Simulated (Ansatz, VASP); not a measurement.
# Al2Cl in two plane-wave programs

Wanted: the spread between two codes on one cell, functional and k mesh. The cell is generated by rule, not measured, and may not be a known phase. The cell is taken from a series of VASP runs on this material, whose earlier steps may have relaxed, scaled or displaced it; both programs get it as it stands.

Main program and level: Ansatz 0.2.0; plane waves, with VASP 6.6.1 beside it; single point at BLYP.

## Step 1: The structure

It takes space group P4/mmm (No. 123, tetragonal). Conventional cell: a = 5.453 Å, b = 5.453 Å, c = 2.969 Å, α = 90.00°, β = 90.00°, γ = 90.00°. Al has 2 Cl at 2.73 Å and 2 Al at 2.97 Å nearest. Nearest to Cl lie 4 Al at 2.73 Å. Farther neighbours and most contacts between anions are not listed.

## Step 2: VASP: single point, BLYP

With cell and atoms fixed, the geometry can't cause a difference; cores, projectors, grids and the points listed under the comparison can.

Lines of VASP's logs that name or quote its potential files are left out, and so is its time.

File INCAR:

```
SYSTEM = Al2Cl
PREC = Accurate
ENCUT = 400
EDIFF = 1E-06
NELM = 100
ISMEAR = 0
SIGMA = 0.05
LREAL = .FALSE.
ALGO = Normal
GGA = B5
ALDAX = 1
AGGAX = 1
AGGAC = 1
ALDAC = 0
LORBIT = 11
LWAVE = .FALSE.
LCHARG = .TRUE.
ISIF = 2
LELF = .TRUE.
LVHAR = .TRUE.
```

File POSCAR:

```
Al2Cl
1.0
    5.4532658600      0.0000000000      0.0000000000
    0.0000000000      5.4532658600      0.0000000000
    0.0000000000      0.0000000000      2.9692341786
Al Cl
2 1
Direct
    0.5000000000      0.0000000000      0.0000000000
    0.0000000000      0.5000000000      0.0000000000
    0.0000000000      0.0000000000      0.0000000000
```

File KPOINTS:

```
Automatic mesh
0
Gamma
4 4 8
0 0 0
```

Potentials, in the order of the species: Al and Cl (PBE family, release 64).

Launch:

```console
$ mpirun -np 1 vasp_std
```

Numbers of over 12 decimals in the logs are rounded to 6 here.

What it wrote:

```text
[banner, memory and clock lines left out]
running    1 mpi-ranks, on    1 nodes
 distrk:  each k-point on    1 cores,    1 groups
 distr:  one band on    1 cores,    1 groups

 POSCAR found type information on POSCAR AlCl
 POSCAR found :  2 types and       3 ions
|                                                                             |
|               ----> ADVICE to this user running VASP <----                  |
|                                                                             |
|     You enforced a specific xc type in the INCAR file but a different       |
|     [... a line on the potential file left out ...]
|     I HOPE YOU KNOW WHAT YOU ARE DOING!                                     |
|                                                                             |

 LDA part: xc-table for (Slater(with rela. corr.)+VWN5), standard interpolation
 POSCAR, INCAR and KPOINTS ok, starting setup
 FFT: planning ... GRIDC
 FFT: planning ... GRID_SOFT
 FFT: planning ... GRID
 WAVECAR not read
 entering main loop
       N       E                     dE             d eps       ncg     rms          rms(c)
DAV:   1     0.395164397999E+02    0.39516E+02   -0.38261E+03   600   0.775E+02
DAV:   2    -0.330811407992E+01   -0.42825E+02   -0.40092E+02   970   0.117E+02
DAV:   3    -0.743054267519E+01   -0.41224E+01   -0.40918E+01   704   0.421E+01
DAV:   4    -0.751267293865E+01   -0.82130E-01   -0.82054E-01   738   0.683E+00
DAV:   5    -0.751439315886E+01   -0.17202E-02   -0.17201E-02   746   0.980E-01    0.601E+00
DAV:   6    -0.729785493808E+01    0.21654E+00   -0.58779E-01   662   0.502E+00    0.325E+00
DAV:   7    -0.727899408198E+01    0.18861E-01   -0.17343E-01   668   0.272E+00    0.131E+00
DAV:   8    -0.727765927677E+01    0.13348E-02   -0.25848E-02   662   0.109E+00    0.255E-01
DAV:   9    -0.727756310142E+01    0.96175E-04   -0.14128E-03   664   0.289E-01    0.460E-02
DAV:  10    -0.727770196533E+01   -0.13886E-03   -0.30163E-04   708   0.122E-01    0.351E-02
DAV:  11    -0.727772735966E+01   -0.25394E-04   -0.55227E-05   630   0.588E-02    0.898E-03
DAV:  12    -0.727772822048E+01   -0.86082E-06   -0.22431E-06   610   0.124E-02
   1 F= -.72777282E+01 E0= -.72767915E+01  d E =-.187337E-02
```

OUTCAR, selected parts (step 2):

```text
ion  position               nearest neighbor table
   1  0.500  0.000  0.000-   3 2.73   3 2.73
   2  0.000  0.500  0.000-   3 2.73   3 2.73
   3  0.000  0.000  0.000-   1 2.73   2 2.73   2 2.73   1 2.73

  LATTYP: Found a simple tetragonal cell.
 ALAT       =     5.4532658600
 C/A-ratio  =     0.5444873320

 Subroutine GETGRP returns: Found 16 space group operations
 (whereof 16 operations were pure point group operations)

The static configuration has the point symmetry D_4h.

 Found     30 irreducible k-points:

   k-points           NKPTS =     30   k-points in BZ     NKDIM =     30   number of bands    NBANDS=     10

   dimension x,y,z NGX =    36 NGY =   36 NGZ =   20
   dimension x,y,z NGXF=    72 NGYF=   72 NGZF=   40

   ENCUT  =  400.0 eV  29.40 Ry    5.42 a.u.   8.89  8.89  4.84*2*pi/ulx,y,z

   NELECT =      13.0000    total number of electrons

 k-points in reciprocal lattice and weights: Automatic mesh
   0.00000000  0.00000000  0.00000000       0.008
   0.25000000  0.00000000  0.00000000       0.031
   0.50000000  0.00000000  0.00000000       0.016
   0.25000000  0.25000000  0.00000000       0.031
   0.50000000  0.25000000  0.00000000       0.031
   0.50000000  0.50000000  0.00000000       0.008
   0.00000000  0.00000000  0.12500000       0.016
   0.25000000  0.00000000  0.12500000       0.062
   0.50000000  0.00000000  0.12500000       0.031
[...]
0.50000000  0.25000000  0.50000000       0.031
   0.50000000  0.50000000  0.50000000       0.008

 average (electrostatic) potential at core
       1 -78.1034       2 -78.1034       3 -92.8760

 E-fermi :   3.3315

 k-point     1 :       0.0000    0.0000    0.0000
  band No.  band energies     occupation
    ...
      2      -2.5114      2.00000
      3      -2.5114      2.00000
      4      -2.4437      2.00000
      5      -1.2471      2.00000
      6       1.6424      2.00000
      7       4.2208      0.00000
      8       4.2208      0.00000
      9       7.3812      0.00000
     10       7.5183      0.00000

 k-point     2 :       0.2500    0.0000    0.0000
  band No.  band energies     occupation
    ...
      2      -3.5268      2.00000
      3      -2.4803      2.00000
      4      -1.9000      2.00000
      5      -0.2102      2.00000
      6       1.6461      2.00000
      7       3.7112      0.00000
      8       3.7768      0.00000
      9       6.6583      0.00000
     10       7.8462      0.00000

 k-point     3 :       0.5000    0.0000    0.0000
  band No.  band energies     occupation
    ...
      2      -3.9444      2.00000
      3      -2.4481      2.00000
      4      -1.7971      2.00000
      5       0.8671      2.00000
      6       1.6498      2.00000
      7       3.4352      0.00337
      8       3.5767      0.00000
      9       4.8929      0.00000
     10       7.9480      0.00000

  Total       -0.0161747     -0.0161747     -0.0153482      0.0000000     -0.0000000      0.0000000
  in kB       -0.2934874     -0.2934874     -0.2784902      0.0000000     -0.0000000      0.0000000
  external PRESSURE =      -0.2884884 kB  Pullay stress =       0.0000000 kB

  energy-cutoff  :      400.00
  volume of cell :       88.30
      direct lattice vectors                 reciprocal lattice vectors
     5.453265860  0.000000000  0.000000000     0.183376352  0.000000000  0.000000000
     0.000000000  5.453265860  0.000000000     0.000000000  0.183376352  0.000000000
     0.000000000  0.000000000  2.969234179     0.000000000  0.000000000  0.336787178

 POSITION                                       TOTAL-FORCE (eV/Angst)
 -----------------------------------------------------------------------------------
      2.72663      0.00000      0.00000         0.000000      0.000000      0.000000
      0.00000      2.72663      0.00000         0.000000      0.000000      0.000000
      0.00000      0.00000      0.00000         0.000000      0.000000      0.000000
 -----------------------------------------------------------------------------------
    total drift:                                0.000000     -0.000000      0.000000

  FREE ENERGIE OF THE ION-ELECTRON SYSTEM (eV)
  ---------------------------------------------------
  free  energy   TOTEN  =        -7.2777282205 eV

  energy  without entropy=       -7.2758548490  energy(sigma->0) =       -7.27679153

 total charge
# of ion       s       p       d       tot
------------------------------------------
    1        0.545   0.185   0.000   0.729
    2        0.545   0.185   0.000   0.729
    3        1.628   3.514   0.000   5.142
--------------------------------------------------
tot          2.717   3.884   0.000   6.601

[... 3 further parts left out ...]
```

The run ends at a pressure of -0.03 GPa.

## Step 3: Ansatz: single point, BLYP

Ansatz runs on its default PAW (the set named soft_2) files.

The same cell, functional (in two slightly different forms), mesh and smearing now go to Ansatz, which takes its cutoff from its data sets.

File input.yaml:

```yaml
crystal:
  lattice:
    - [5.45326586, 0.0, 0.0]
    - [0.0, 5.45326586, 0.0]
    - [0.0, 0.0, 2.9692341786]
  atoms:
    - { symbol: Al, position: [0.5, 0.0, 0.0] }
    - { symbol: Al, position: [0.0, 0.5, 0.0] }
    - { symbol: Cl, position: [0.0, 0.0, 0.0] }
hamiltonian:
  xc: blyp
  pseudopotentials: { kind: paw }
kpoints:
  mp_grid: { grid: [4, 4, 8] }
scf:
  occupations: { method: gaussian, width: 0.05 }
  n_extra_bands: 4
output:
  forces: true
  stress: true
  eigenvalues: true
```

Launch:

```console
$ ansatz run input.yaml --threads 2 --pin off --max-ram 4608MiB --backend cpu --events-out ev --progress --plain --runs-dir out
```

What it wrote:

```text
scf.n_extra_bands = 4 over 7 filled bands (N_el = 13.0): the run solves 11 bands
Engine: ansatz 0.2.0, x86_64-unknown-linux-gnu
Pseudopotentials: kind: paw
Pseudopotential: Al, paw, valence charge 3, recommended cutoff 420 eV (normal), Al.paw.azcp
Pseudopotential: Cl, paw, valence charge 7, recommended cutoff 420 eV (normal), Cl.paw.azcp
Functional definition: BLYP
  parameter beta = 0.0042
  parameter a = 0.04918
  parameter b = 0.132
  parameter c = 0.2533
  parameter d = 0.349
  exchange = b88_x(beta = beta)
  correlation = lyp_c(a = a, b = b, c = c, d = d)
Crystal: 3 atoms, lattice volume = 88.299 Å³
Basis set: ecut = 420 eV, 1717 PW (Γ), exchange–correlation on 80×80×40 points (8 copies of the dense FFT grid, shifted against one another)
Bands: 11, of which v1, the nominal top of the filled ones, is band 7 counted from 1 (6 counted from 0)
Symmetry: 16 space group operations
Space group: P4/mmm (ITA 123), of the structure as read, at distance tolerance 4.5e-5 Å
k-points: 30 of 128
Non-local potential: Al, projectors of the file, l = 0: 2, l = 1: 2, l = 2: 1
Non-local potential: Cl, projectors of the file, l = 0: 2, l = 1: 2, l = 2: 2
PAW form: soft (Blöchl's): semilocal exchange-correlation on the pseudo side does not see the compensation charge
PAW frozen core: Al, regenerated for the run's functional, and the local potential with it (the file was generated under x = pbe(κ = 0.804, μ = 0.219515), c = pbe(β = 0.066725))
PAW frozen core: Cl, regenerated for the run's functional, and the local potential with it (the file was generated under x = pbe(κ = 0.804, μ = 0.219515), c = pbe(β = 0.066725))
PAW one-centre angular grid: Al, 110 points (default); XC on 64 Gauss nodes
PAW one-centre angular grid: Cl, 110 points (default); XC on 64 Gauss nodes
Initial density: superposition of atomic densities (neutral atoms: chi_scale 0, normalization atom), corrected by the library's trained network
Initial wavefunctions: pseudopotential atomic-orbital guess
Functional: x = b88, c = lyp
SCF iter   1: F=—  HF=-2165.861440 eV  |F-HF|=—  |Δ(HF+E_count)|=         —  Δρ=4.17e-3  dr2=2.26e-2  ethr=1.77e-3  ⟨swp⟩=6.6  Hψ=2439  notcnv=0
preconditioner: auto → none  [insulator: Δε(μ)=0.314 eV  Ē_g=6.711 eV  σ=0.050 eV  W_gap=0.65  n_scr=8 (ndim 8)  ℏωp=13.1 eV  f_vac=0.000  D(μ)=1.49/eV (n_scr^D=8)  ε∞_Penn≈4.8]
SCF iter   2: F=—  HF=-2165.853508 eV  |F-HF|=—  |Δ(HF+E_count)|=   7.93e-3  Δρ=1.49e-3  dr2=2.93e-3  ethr=1.74e-4  ⟨swp⟩=2.7  Hψ=845  notcnv=0  defer=12
SCF iter   3: F=—  HF=-2165.853094 eV  |F-HF|=—  |Δ(HF+E_count)|=   4.14e-4  Δρ=4.67e-4  dr2=3.13e-4  ethr=2.25e-5  ⟨swp⟩=2.1  Hψ=475  notcnv=0  defer=12
SCF iter   4: F=—  HF=-2165.853020 eV  |F-HF|=—  |Δ(HF+E_count)|=   7.34e-5  Δρ=1.35e-4  dr2=1.27e-5  ethr=2.41e-6  ⟨swp⟩=2.6  Hψ=534  notcnv=0  defer=12
SCF iter   5: F=—  HF=-2165.853150 eV  |F-HF|=—  |Δ(HF+E_count)|=   1.30e-4  Δρ=3.13e-5  dr2=1.03e-6  ethr=9.74e-8  ⟨swp⟩=2.0  Hψ=491  notcnv=0  defer=12
SCF iter   6: F=—  HF=-2165.853150 eV  |F-HF|=—  |Δ(HF+E_count)|=   2.51e-7  Δρ=1.28e-5  dr2=1.59e-7  ethr=7.69e-10  ⟨swp⟩=6.7  Hψ=1643  notcnv=0
SCF iter   7: F=-2165.853150 eV  HF=-2165.853150 eV  |F-HF|=7.29e-10  |Δ(HF+E_count)|=   5.46e-8  Δρ=1.73e-6  dr2=3.01e-9  ethr=7.69e-10  ⟨swp⟩=4.8  Hψ=1418  notcnv=0
SCF 1 converged in 7 iterations: F = -2165.853150 eV  dr2 = 3.01e-9
  greatest PAW one-centre occupation: 0.905 electrons in one spin orbital (limit 2), on the Cl atom at site 2 (counted from 0), in its partial waves of l = 0
SCF converged after 7 iterations
Free energy (F): -2165.853150 eV
Harris-Foulkes:  -2165.853150 eV  (|F-HF|=7.29e-10)
Internal energy: -2165.851280 eV  (E = F + TS)
E sigma→0 (E₀):  -2165.852215 eV
Entropy (-TS):   -0.001870 eV (-0.623 meV/atom)
Fermi energy:    3.641386 eV
--- Per-component energies (eV) ---
  E_band       = -28.275516
  E_kinetic    = 198.704881
  E_local      = -425.797023  (includes V_loc(G=0)·N_el)
  E_nonlocal   = 53.121022
  E_hartree    = 159.780521
  E_xc         = -179.083101
  E_vxc        = -169.129491  (∫ρ·V_xc dr)
  E_paw        = -1608.511940  (= ΣΔE_a)
  E_vpaw       = -4.735540  (= ΣTr[D̂ρ^β])
  E_aug_tail   = 0.000090  (compensation charges beyond the density's cutoff)
  E_ewald      = -364.108377
  E_core_change = 0.042648  (= ΣΔE_core)
  E_smearing   = -0.001870  (= −TS)
  E_closure    = 0.000000  (closes the sum)
  Σ components = -2165.853150   (vs F -2165.853150, Δ=0.00e0)
--- Forces (eV/Å), atoms counted from 1 ---
  atom   1  Al    -0.00000000    -0.00000000     0.00000000
  atom   2  Al     0.00000000     0.00000000     0.00000000
  atom   3  Cl     0.00000000     0.00000000     0.00000000
  max |Σ_I F_I| component: 4.68e-31 eV/Å
--- Stress (GPa, compression-positive) ---
        0.017583       0.000000       0.000000
        0.000000       0.017583       0.000000
        0.000000       0.000000       0.048995
  P = ⅓ Tr σ = 0.0281 GPa (0.281 kbar)
--- Band table (eV; the first three rows and the last of 30) ---
  k-point 0: bands = [... 3 lower, -2.1408, -0.9455, 1.9644, 4.5323, 4.5323, 7.6769, 7.7903, 8.9192]
  k-point 1: bands = [... 3 lower, -1.9160, -0.6894, 1.2503, 4.7398, 4.7398, 7.8604, 8.0139, 9.0012]
  k-point 2: bands = [... 3 lower, -1.3827, -0.0120, 0.0730, 5.3415, 5.3415, 6.6949, 7.7845, 8.6537]
  k-point 29: bands = [... 3 lower, -1.7473, 2.5047, 2.5047, 4.1043, 4.1043, 4.5411, 7.0658, 7.1788]
```

Wall time 1.2 s (2 threads of Intel Xeon 6975P-C (Granite Rapids), shared host); peak memory 0.36 GiB.

The run ends at a pressure of 0.03 GPa.

## Step 4: Comparison

Known differences besides the potentials themselves: the cutoff is 420 eV in Ansatz and 400 eV in VASP; Ansatz makes its cores anew for this functional, VASP keeps those of its PBE data sets; VASP leaves aspherical gradient terms in its spheres out (LASPH is not set), Ansatz keeps them; VASP's log shows a relativistic correction to its local exchange, Ansatz's none. Total energies have different zeros and are not compared.

Compared:

| quantity | Ansatz | VASP | difference |
| --- | --- | --- | --- |
| pressure (GPa) | 0.03 | -0.03 | +0.06 |

Ansatz's pressure holds a Pulay correction of 0.01 GPa; VASP's holds none.

## Step 5: What came out

```json
{
  "difference in pressure (single point, BLYP)": "0.057 GPa"
}
```

What this shows: The difference in pressure is 0.057 GPa (single point, BLYP), within the 1 GPa picked in this series as the mark of a large difference. How closely two codes agree says nothing of how well the functional describes the real material.

[Lines on the potential files, build, host, timing and source positions are cut from VASP's logs without a mark.]

[Logs are printed without paths, hosts, clocks, repeated set-up lines and the standing remarks that a program may print on its own settings, such as how far it seeks lower states.]

[Hosts, paths, dates, database ids (printed as entryN), source tags and the programs' standing remarks are cut or masked in the printed files.]
